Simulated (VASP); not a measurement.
Consider the following.

```yaml
crystal:
  lattice:
    - [0.00000, 1.76867, 1.76867]
    - [1.76867, 0.00000, 1.76867]
    - [1.76867, 1.76867, 0.00000]
  atoms:
    - { symbol: C, position: [0.00000, 0.00000, 0.00000] }
    - { symbol: C, position: [0.25000, 0.25000, 0.25000] }
```

Method: PBE GGA, VASP's PBE PAW potentials (set 64) (plane waves; VASP). Settings: 520 eV cut-off, 13×13×13 Γ-centred mesh, Gaussian smearing of 0.050 eV, potentials C.

**Question.** What does the run give for the energy per atom (σ→0), pressure?

**Answer.** 
The energy per atom (σ→0) is -9.085 eV/atom and the pressure is 13.98 GPa.

Only differences to runs with the same potentials and settings are physical.

The compound is C in the diamond structure. This cell is one point of a volume scan, at 0.97 of the reference volume.
